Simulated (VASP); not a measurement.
Level of theory: LDA (Ceperley-Alder, Perdew-Zunger), VASP's LDA PAW potentials (set 64) (plane waves; VASP).

The input files of a VASP run:

POSCAR:
```
Al2O3
1
    4.5159351616    -2.3667186635    -0.0004805300
    4.5159351616     2.3667186635    -0.0004805300
    3.2759973309     0.0000000000     3.9067721088
Al O
4 6
Direct
  0.8519816038   0.8519816038   0.8519816038
  0.3519816038   0.3519816038   0.3519816038
  0.1480183962   0.1480183962   0.1480183962
  0.6480183962   0.6480183962   0.6480183962
  0.4442415337   0.0557584663   0.7500000000
  0.0557584663   0.7500000000   0.4442415337
  0.5557584663   0.9442415337   0.2500000000
  0.2500000000   0.5557584663   0.9442415337
  0.9442415337   0.2500000000   0.5557584663
  0.7500000000   0.4442415337   0.0557584663
```

**KPOINTS**
```
k-points along high-symmetry lines
12
Line-mode
Reciprocal
  0.000000   0.000000   0.000000 ! GAMMA
  0.500000   0.500000   0.500000 ! T

  0.500000   0.500000   0.500000 ! T
  0.766196   0.233804   0.500000 ! H_2

  0.500000  -0.233804   0.233804 ! H_0
  0.500000  -0.000000   0.000000 ! L

  0.500000  -0.000000   0.000000 ! L
  0.000000   0.000000   0.000000 ! GAMMA

  0.000000   0.000000   0.000000 ! GAMMA
  0.366902  -0.366902   0.000000 ! S_0

  0.633098  -0.000000   0.366902 ! S_2
  0.500000  -0.000000   0.500000 ! F

  0.500000  -0.000000   0.500000 ! F
  0.000000   0.000000   0.000000 ! GAMMA
```

INCAR:
```
! general
SYSTEM = Al2O3
PREC   = Accurate
ENCUT  = 520
LREAL  = F
LASPH  = T
ICHARG = 11

! electronic loop
EDIFF  = 1E-7
NELM   = 100
ALGO   = Normal

! smearing
ISMEAR = 0
SIGMA  = 0.05

! output
LWAVE  = F
LCHARG = F
LORBIT = 11
```

POTCAR, in this order: Al O (LDA.64 set). Program: vasp_std. Read from the step before: CHGCAR.

Output of the run:

File OSZICAR:
```
       N       E                     dE             d eps       ncg     rms          rms(c)
DAV:   1     0.229383366264E+03    0.22938E+03   -0.25374E+04  5040   0.152E+03
DAV:   2    -0.706754392961E+02   -0.30006E+03   -0.28972E+03  6622   0.301E+02
DAV:   3    -0.828126727683E+02   -0.12137E+02   -0.12092E+02  6036   0.663E+01
DAV:   4    -0.829227045485E+02   -0.11003E+00   -0.10988E+00  6042   0.711E+00
DAV:   5    -0.829242724304E+02   -0.15679E-02   -0.15676E-02  5814   0.817E-01
DAV:   6    -0.829243113364E+02   -0.38906E-04   -0.38899E-04  6056   0.119E-01
DAV:   7    -0.829243125526E+02   -0.12162E-05   -0.12161E-05  5844   0.202E-02
DAV:   8    -0.829243125955E+02   -0.42922E-07   -0.42939E-07  5160   0.345E-03
   1 F= -.82924313E+02 E0= -.82924313E+02  d E =-.246626E-14
```

OUTCAR:
```
 val. band max:        6.0201737575   @ k =   0.0000   0.0000   0.0000

 cond. band min:      12.4251914046   @ k =   0.0000   0.0000   0.0000



 k-point     1 :       0.0000    0.0000    0.0000
  band No.  band energies     occupation
      1     -13.1352      2.00000
      2     -10.6343      2.00000
      3     -10.3252      2.00000
      4     -10.3252      2.00000
      5      -9.9842      2.00000
      6      -9.9842      2.00000
      7      -1.0586      2.00000
      8      -0.0413      2.00000
      9       0.3132      2.00000
     10       0.3132      2.00000
     11       1.4469      2.00000
     12       1.5182      2.00000
     13       1.5182      2.00000
     14       2.5836      2.00000
     15       3.0225      2.00000
     16       4.5727      2.00000
     17       4.5727      2.00000
     18       4.6922      2.00000
     19       4.6922      2.00000
     20       5.5075      2.00000
     21       5.5075      2.00000
     22       5.9883      2.00000
     23       5.9883      2.00000
     24       6.0202      2.00000
     25      12.4252      0.00000
     26      15.0969      0.00000
     27      16.7750      0.00000
     28      17.5354      0.00000
     29      17.5355      0.00000
     30      17.5845      0.00000

 k-point     2 :       0.0455    0.0455    0.0455
  band No.  band energies     occupation
      1     -13.1256      2.00000
      2     -10.6525      2.00000
      3     -10.3240      2.00000
      4     -10.3240      2.00000
      5      -9.9864      2.00000
      6      -9.9864      2.00000
      7      -1.0268      2.00000
      8      -0.0410      2.00000
      9       0.3203      2.00000
     10       0.3203      2.00000
     11       1.4227      2.00000
     12       1.5375      2.00000
     13       1.5375      2.00000
     14       2.5979      2.00000
     15       3.0368      2.00000
     16       4.4747      2.00000
     17       4.4747      2.00000
     18       4.7505      2.00000
     19       4.7505      2.00000
...
```

The density is held fixed in this step, so its total energy and stress have no physical meaning.

The compound is Al2O3 in the corundum structure. It was relaxed first.
